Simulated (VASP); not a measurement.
Output of a VASP run:

**OSZICAR**
```
       N       E                     dE             d eps       ncg     rms          rms(c)
DAV:   1     0.468568848427E+02    0.46857E+02   -0.36953E+03   752   0.830E+02
DAV:   2     0.254937693528E+00   -0.46602E+02   -0.46434E+02   760   0.221E+02
DAV:   3    -0.981499055313E+00   -0.12364E+01   -0.12306E+01  1168   0.335E+01
DAV:   4    -0.100749840673E+01   -0.25999E-01   -0.26058E-01  1200   0.366E+00
DAV:   5    -0.100763616883E+01   -0.13776E-03   -0.13776E-03  1272   0.217E-01    0.260E+00
DAV:   6    -0.100701711223E+01    0.61906E-03   -0.22884E-03  1176   0.391E-01    0.164E+00
DAV:   7    -0.100724934681E+01   -0.23223E-03   -0.42389E-03  1176   0.492E-01    0.734E-02
DAV:   8    -0.100726715371E+01   -0.17807E-04   -0.27419E-04  1152   0.217E-01    0.210E-02
DAV:   9    -0.100728023065E+01   -0.13077E-04   -0.16009E-05  1112   0.326E-02    0.772E-03
DAV:  10    -0.100728053912E+01   -0.30847E-06   -0.22181E-06  1128   0.126E-02    0.243E-03
DAV:  11    -0.100728044819E+01    0.90929E-07   -0.84552E-08  1144   0.414E-03
   1 F= -.62929567E+00 E0= -.62894193E+00  d E =-.629296E+00
```

File OUTCAR:
```
------------------------ aborting loop because EDIFF is reached ----------------------------------------
  FORCE on cell =-STRESS in cart. coord.  units (eV):
  Direction    XX          YY          ZZ          XY          YZ          ZX
  --------------------------------------------------------------------------------------
  Total        0.3848970      0.3848970      0.3848970      0.0000000      0.0000000     -0.0000000
  in kB       10.1828705     10.1828705     10.1828705      0.0000000      0.0000000     -0.0000000
  external PRESSURE =       0.1828705 kB  Pullay stress =      10.0000000 kB
  volume of cell :       60.56
      direct lattice vectors                 reciprocal lattice vectors
    -2.473859141  2.473859141  2.473859141     0.000000000  0.202113367  0.202113367
     2.473859141 -2.473859141  2.473859141     0.202113367  0.000000000  0.202113367
     2.473859141  2.473859141 -2.473859141     0.202113367  0.202113367  0.000000000
 POSITION                                       TOTAL-FORCE (eV/Angst)
 -----------------------------------------------------------------------------------
      0.00000      0.00000      0.00000         0.000000      0.000000     -0.000000
 -----------------------------------------------------------------------------------
    total drift:                                0.000000      0.000000     -0.000000
  FREE ENERGIE OF THE ION-ELECTRON SYSTEM (eV)
  ---------------------------------------------------
  free  energy   TOTEN  =        -1.0072804482 eV

  energy  without entropy=       -1.0062192228  energy(sigma->0) =       -1.00692671
  enthalpy is  TOTEN    =        -0.6292956690 eV   P V=        0.3779847792

 reached required accuracy - stopping structural energy minimisation
```
(Selected blocks of OUTCAR.)

File POSCAR:
```
K
1
   -2.4738591406     2.4738591406     2.4738591406
    2.4738591406    -2.4738591406     2.4738591406
    2.4738591406     2.4738591406    -2.4738591406
K
1
Direct
  0.0000000000   0.0000000000   0.0000000000
```

Question: Write an INCAR and KPOINTS that could have produced this output.

Answer: One answer among several that fit: the input of the run itself, PBE GGA, plane waves, VASP's PBE PAW potentials (set 64).

KPOINTS:
```
Automatic mesh
0
Gamma
10 10 10
0 0 0
```

INCAR:
```
SYSTEM = K
PREC = Accurate; ENCUT = 480; LREAL = .FALSE.
LASPH = .TRUE.
EDIFF = 1E-7; NELM = 100; ALGO = Normal
ISMEAR = 1; SIGMA = 0.1
GGA = PE
IBRION = 2; NSW = 40; ISIF = 3
EDIFFG = -0.01; PSTRESS = 10
LWAVE = .FALSE.; LCHARG = .FALSE.
```

POTCAR, in this order: K_sv (PBE.64 set). Program: vasp_std.

The compound is K in the bcc structure. It was relaxed first under an external pressure of 1 GPa.
